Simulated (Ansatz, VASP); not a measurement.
OsBr in VASP and in Ansatz

INCAR

```
SYSTEM = OsBr
  PREC = Accurate
  ENCUT = 600
  EDIFF = 1E-7
  ISMEAR = 0
  SIGMA = 0.1
  LREAL = .False.
  LASPH = .True.
  NELM = 150
  ALGO = Normal
  ISIF = 3
  LWAVE = .False.
  LCHARG = .False.
  ISPIN = 2
  MAGMOM = 0.67 0
  LORBIT = 11
  LMAXMIX = 4
  GGA = PE
  IBRION = 2
  NSW = 90
  EDIFFG = -0.04
```

KPOINTS

```
Automatic mesh
0
Gamma
  6 6 6
  0 0 0
```

Contents of POSCAR:

```
OsBr
1.0
    3.5334950121      0.0000000000      0.0000000000
    0.0000000000      3.5334950121      0.0000000000
    0.0000000000      0.0000000000      3.5334950121
Os Br
1 1
Direct
    0.0000000000      0.0000000000      0.0000000000
    0.5000000000      0.5000000000      0.5000000000
```

Input for Ansatz:

```yaml
crystal:
  lattice:
    - [3.5334950121, 0.0, 0.0]
    - [0.0, 3.5334950121, 0.0]
    - [0.0, 0.0, 3.5334950121]
  atoms:
    - { symbol: Os, position: [0.0, 0.0, 0.0], spin: 0.67 }
    - { symbol: Br, position: [0.5, 0.5, 0.5] }
basis:
  ecutwfc: 420
kpoints:
  mp_grid: { grid: [6, 6, 6] }
hamiltonian:
  xc: pbe
scf:
  occupations: { method: gaussian, width: 0.1 }
  lower_state_search: "off"
output:
  forces: true
  stress: true
  eigenvalues: true
  populations: true
magnetization:
  spin_polarized: true
relax:
  adjacent_minimum: "off"
  f_tol: 0.04
  max_steps: 70
  cell: { stress_tol: 0.4 }
```

Alike in both runs: task relaxation of cell and atoms; functional PBE; k mesh 6 × 6 × 6; occupations gaussian, width 0.1 eV; collinear spin.

```csv
,VASP,Ansatz
version,VASP 6.6.1,Ansatz 0.2.0
potentials or method,"VASP PAW PBE potentials, release 64 (Os, Br)","scalar-relativistic, plane waves, PAW"
plane-wave cutoff (eV),600,420
valence electrons in the cell,15,23
```

```tsv
	VASP	Ansatz	Ansatz less VASP
gap on the k mesh at the Fermi level, each at its own relaxed structure (eV)	none	none	-
net moment per atom (μB)	0.00	0.00	0.000
relaxed volume (Å³/atom)	16.58	16.53	-0.054
relaxed cell length with the largest relative difference (Å)	3.213	3.209	-0.0035
energy change over the relaxation (meV/atom)	-449	-452	-3.6
```

A gap of «none» marks a metal or a gap that the smearing closes. The two sets of potentials don't hold the same shells in valence. Ansatz warned: «seeded_moment_not_kept».

Caveats: the volume moved by over 15 % at a fixed basis, so the end points are rough (VASP). The runs have no spin-orbit coupling, so splittings on Os are missing.
